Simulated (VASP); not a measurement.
# Mo: cell size and functional, part 3 of 3

Aim: relax Mo at several levels of theory and compare the cells. The starting structure is a measured crystal structure from the Crystallography Open Database. The first relaxation on each setting starts from this cell expanded by 3 % in volume.

VASP 6.6.1.

Results so far: PBEsol 15.36 Å³ an atom; LDA 15.12 Å³ an atom; PBE 15.82 Å³ an atom; PBEsol + D3(BJ) 14.95 Å³ an atom; r2SCAN 15.69 Å³ an atom; r2SCAN + rVV10 15.60 Å³ an atom.

### Step 8. Relaxation with vdW-DF-cx (continued)

Level of this step: vdW-DF-cx; plane waves and PAW (Mo_sv) (VASP).

Parts of OUTCAR (step 8):

```text
  Total        0.0048349      0.0048349      0.0048349     -0.0000000      0.0000000      0.0000000
  in kB        0.5022807      0.5022807      0.5022807     -0.0000000      0.0000000      0.0000000
  external PRESSURE =       0.5022807 kB  Pullay stress =       0.0000000 kB

 POSITION                                       TOTAL-FORCE (eV/Angst)
 -----------------------------------------------------------------------------------
      0.00000      0.00000      0.00000        -0.000000     -0.000000     -0.000000
 -----------------------------------------------------------------------------------
    total drift:                                0.000000     -0.000000      0.000000

  FREE ENERGIE OF THE ION-ELECTRON SYSTEM (eV)
  ---------------------------------------------------
  free  energy   TOTEN  =        -8.4084748658 eV

  energy  without entropy=       -8.4080928745  energy(sigma->0) =       -8.40834754

[... 2 parts as in an earlier step ...]

[... 2 further parts left out ...]
[key lines of the parts left out:]
E-fermi :  12.7208
```

With vdW-DF-cx the relaxed cell holds 15.422 Å³ an atom, -1.02 % against the measured cell, with a = 3.136 Å. That is +0.44 % from PBEsol. Pressures at 0.985 and 1.015 times this volume, from two more relaxations that aren't shown, give a bulk modulus of 279.2 GPa.

### Step 9. Relaxation with PBEsol + D4

D4 lets the coefficients depend on atomic charges too. This run starts from the cell of an earlier relaxation, which isn't shown; the restart sets up the plane waves anew.

Input file INCAR:

```
SYSTEM = Mo
PREC = Accurate
ENCUT = 450
EDIFF = 1E-06
NELM = 100
ISMEAR = 1
SIGMA = 0.15
LREAL = .FALSE.
ALGO = Normal
GGA = PS
IVDW = 13
NBANDS = 13
LASPH = .TRUE.
LORBIT = 11
LWAVE = .FALSE.
LCHARG = .FALSE.
KPAR = 8
IBRION = 2
NSW = 50
ISIF = 3
EDIFFG = -0.006
```

Input file POSCAR:

```
Mo
1.0
   -1.5596423070      1.5596423070      1.5596423070
    1.5596423070     -1.5596423070      1.5596423070
    1.5596423070      1.5596423070     -1.5596423070
Mo
1
Direct
    0.0000000000      0.0000000000      0.0000000000
```

Input file KPOINTS:

```
Automatic mesh
0
Gamma
20 20 20
0 0 0
```

Potentials, in the order of the species: Mo_sv (PBE family, release 64).

Run with:

```
$ mpirun -np 8 vasp_std
```

Output:

```text
[... set-up lines as in an earlier step ...]
 entering main loop
       N       E                     dE             d eps       ncg     rms          rms(c)
DAV:   1     0.815609532904E+02    0.81561E+02   -0.74562E+03  6727   0.998E+02
DAV:   2    -0.115561008563E+02   -0.93117E+02   -0.89846E+02  7646   0.292E+02
DAV:   3    -0.125183085523E+02   -0.96221E+00   -0.96032E+00  7541   0.297E+01
DAV:   4    -0.125204046925E+02   -0.20961E-02   -0.20961E-02  7401   0.167E+00
[...]
DAV:   9    -0.117774420678E+02   -0.13471E-04   -0.82482E-05  7816   0.109E-01    0.873E-02
DAV:  10    -0.117774481207E+02   -0.60529E-05   -0.85188E-06  6951   0.339E-02    0.373E-03
DAV:  11    -0.117774483225E+02   -0.20177E-06   -0.70730E-08  3688   0.292E-03
   1 F= -.12143100E+02 E0= -.12142915E+02  d E =-.121431E+02
[...]
N       E                     dE             d eps       ncg     rms          rms(c)
DAV:   1    -0.117773383159E+02    0.10980E-03   -0.92499E-03  6761   0.128E+00    0.248E-01
DAV:   2    -0.117769271116E+02    0.41120E-03   -0.62769E-04  6706   0.316E-01    0.413E-02
DAV:   3    -0.117768962479E+02    0.30864E-04   -0.94927E-05  7026   0.121E-01    0.373E-02
DAV:   4    -0.117769010414E+02   -0.47936E-05   -0.24218E-06  6599   0.161E-02    0.141E-03
DAV:   5    -0.117769010619E+02   -0.20477E-07   -0.14146E-07  3423   0.472E-03
   2 F= -.12143083E+02 E0= -.12142896E+02  d E =0.169767E-04
 trial-energy change:    0.000017  1 .order    0.000017   -0.000018    0.000052
 step:   0.2510(harm=  0.2510)  dis= 0.00000  next Energy=   -12.143103 (dE=-0.220E-05)
[...]
N       E                     dE             d eps       ncg     rms          rms(c)
DAV:   1    -0.117775635292E+02   -0.66249E-03   -0.51881E-03  6771   0.958E-01    0.185E-01
DAV:   2    -0.117773352687E+02    0.22826E-03   -0.35401E-04  6691   0.237E-01    0.310E-02
DAV:   3    -0.117773174854E+02    0.17783E-04   -0.52980E-05  6976   0.902E-02    0.276E-02
DAV:   4    -0.117773175614E+02   -0.75971E-07   -0.13388E-06  5711   0.121E-02
   3 F= -.12143103E+02 E0= -.12142916E+02  d E =-.227549E-05
[...]
reached required accuracy - stopping structural energy minimisation
```

Elapsed: 13 s, on 8 MPI ranks of Intel Xeon Platinum 8488C (Sapphire Rapids), shared host; peak memory 1.2 GiB; 93 s of CPU time.

From OUTCAR (step 9):

```text
  Edisp (eV):   -0.36579

  Total       0.00448     0.00448     0.00448     0.00000     0.00000     0.00000
  in kB       0.47314     0.47314     0.47314     0.00000     0.00000     0.00000
  external pressure =        0.47 kB  Pullay stress =        0.00 kB

 POSITION                                       TOTAL-FORCE (eV/Angst)
 -----------------------------------------------------------------------------------
      0.00000      0.00000      0.00000        -0.000000     -0.000000      0.000000
 -----------------------------------------------------------------------------------
    total drift:                               -0.000000     -0.000000      0.000000

  FREE ENERGIE OF THE ION-ELECTRON SYSTEM (eV)
  ---------------------------------------------------
  free  energy   TOTEN  =       -12.1431027086 eV

  energy  without entropy=      -12.1425439953  energy(sigma->0) =      -12.14291647

[... 2 parts as in an earlier step ...]

[... 2 further parts left out ...]
[key lines of the parts left out:]
E-fermi :  12.9737
```

With PBEsol + D4 the relaxed cell holds 15.169 Å³ an atom, -2.64 % against the measured cell, with a = 3.119 Å. That is -1.21 % from PBEsol. Pressures at 0.985 and 1.015 times this volume, from two more relaxations that aren't shown, give a bulk modulus of 289.7 GPa.

### Step 10. Comparison

| level | volume (Å³/atom) | against the measured cell (%) | a (Å) | bulk modulus (GPa) | pressure left (GPa) | core minutes |
| --- | --- | --- | --- | --- | --- | --- |
| PBEsol | 15.355 | -1.45 | 3.1316 | 281.7 | 0.04 | 5.33 |
| LDA | 15.122 | -2.94 | 3.1157 | 291.9 | 0.01 | 4.45 |
| PBE | 15.819 | 1.53 | 3.1628 | 261.3 | -0.06 | 1.87 |
| PBEsol + D3(BJ) | 14.95 | -4.05 | 3.1038 | 297.8 | 0.03 | 4.45 |
| r2SCAN | 15.693 | 0.72 | 3.1543 | 276.2 | 0.03 | 14.4 |
| r2SCAN + rVV10 | 15.604 | 0.15 | 3.1484 | 281.4 | 0.03 | 19.6 |
| vdW-DF-cx | 15.422 | -1.02 | 3.1361 | 279.2 | 0.05 | 11.2 |
| PBEsol + D4 | 15.169 | -2.64 | 3.1189 | 289.7 | 0.05 | 5.41 |

Core minutes are wall time times ranks, summed over the relaxations behind a row (those for a bulk modulus apart), on shared hosts.

### Step 11. What came out

```json
{"volume, PBEsol": "15.36 Å³/atom", "volume, LDA": "15.12 Å³/atom", "volume, PBE": "15.82 Å³/atom", "volume, PBEsol + D3(BJ)": "14.95 Å³/atom", "volume, r2SCAN": "15.69 Å³/atom", "volume, r2SCAN + rVV10": "15.60 Å³/atom", "volume, vdW-DF-cx": "15.42 Å³/atom", "volume, PBEsol + D4": "15.17 Å³/atom"}
```

In words: Across 8 levels the volume of Mo spans 5.8 %, from 14.95 Å³ an atom (PBEsol + D3(BJ)) to 15.82 Å³ (PBE). Against the measured volume of the starting structure, r2SCAN + rVV10 comes nearest (+0.1 %) and PBEsol + D3(BJ) lies farthest (-4.0 %). The measured cell holds zero-point expansion and, unless it was taken cold, thermal expansion, which the runs lack, so small differences decide nothing. Adding D3(BJ) to PBEsol changes the volume by -2.6 %. Adding rVV10 to r2SCAN changes the volume by -0.6 %. Adding D4 to PBEsol changes the volume by -1.2 %. The bulk modulus goes from 261.3 GPa (PBE) to 297.8 GPa (PBEsol + D3(BJ)). All runs keep the symmetry of the start, so they can't find a distortion of lower symmetry. Further runs on this material are not shown.

[Lines on the potential files, build, host, timing and source positions are cut from VASP's logs without a mark.]

[Logs are printed without paths, hosts, clocks, repeated set-up lines and the standing remarks that a program may print on its own settings, such as how far it seeks lower states.]

[Hosts, paths, dates, database ids (printed as entryN), source tags and the programs' standing remarks are cut or masked in the printed files.]
